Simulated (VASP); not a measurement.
Here is the system:

```yaml
crystal:
  lattice:
    - [0.00000, 2.69125, 2.69125]
    - [2.69125, 0.00000, 2.69125]
    - [2.69125, 2.69125, 0.00000]
  atoms:
    - { symbol: Zn, position: [0.00000, 0.00000, 0.00000] }
    - { symbol: S, position: [0.25000, 0.25000, 0.25000] }
```

Method: r2SCAN meta-GGA, VASP's PBE PAW potentials (set 64) (plane waves; VASP). Run with 480 eV cut-off, 8×8×8 Γ-centred mesh, Gaussian smearing of 0.050 eV, potentials Zn S.

Each row applies one change to this cell, which was relaxed at other settings and keeps the small stress of the first row; at a fixed cut-off the stress holds a Pulay part, so it need not integrate to ΔE exactly. Stress is in GPa, positive when the cell is compressed; gaps are those on the k-mesh, and 0.00 means metallic.

| change | ΔE (meV/atom) | σxx | σyy | σzz | largest shear component, with its sign (GPa) | gap (eV) |
|---|---|---|---|---|---|---|
| none | 0.0 | 0.27 | 0.27 | 0.27 | 0.00 | 2.73 |
| shear strain γ_xz = -3.0 % with the ions relaxed | 2.7 | 0.26 | 0.25 | 0.26 | 1.51 | 2.63 |
| biaxial strain of -4.0 % in the yz plane | 39.9 | 6.83 | 8.62 | 8.62 | 0.00 | 3.06 |
| isotropic strain of -3.0 % | 46.6 | 9.20 | 9.20 | 9.20 | 0.00 | 3.17 |
| uniaxial strain of -4.0 % along x | 12.3 | 4.97 | 3.37 | 3.37 | 0.00 | 2.83 |
| isotropic strain of -4.0 % | 84.4 | 13.11 | 13.11 | 13.11 | 0.00 | 3.33 |
| shear strain γ_xy = -1.0 % | 0.4 | 0.28 | 0.28 | 0.28 | 0.73 | 2.71 |

Failed runs are left out, and for metals the shear rows, which the mesh's noise covers.

The compound is ZnS in the zinc blende structure.
